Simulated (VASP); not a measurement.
Energy against volume of MgSe (rock salt). These are PBE GGA with D4 dispersion, VASP's PBE PAW potentials (set 64) (plane waves; VASP 6.6.1) values and carry that method's errors.

| V (Å³/atom) | E (eV/atom) |
|---|---|
| 18.905 | -4.02994 |
| 19.508 | -4.04275 |
| 20.111 | -4.04673 |
| 20.715 | -4.04315 |
| 21.318 | -4.03311 |

Q: Fit a third-order Birch-Murnaghan equation of state.

A: 
The volume per atom comes out as 20.11 Å^3/atom, the bulk modulus is 66.7 GPa and the pressure derivative of the bulk modulus is 4.20. The lattice constant a is 5.439 Å.

Measured: a 5.460 Å (computed value off by -0.4 %), as given by M J Lucero et al., Journal of Physics Condensed Matter (2012), arXiv:1111.4515. The calculation is for a static lattice, while the measured a holds thermal and zero-point effects, which are part of the difference.

The compound is MgSe in the rock salt structure. It was relaxed first.
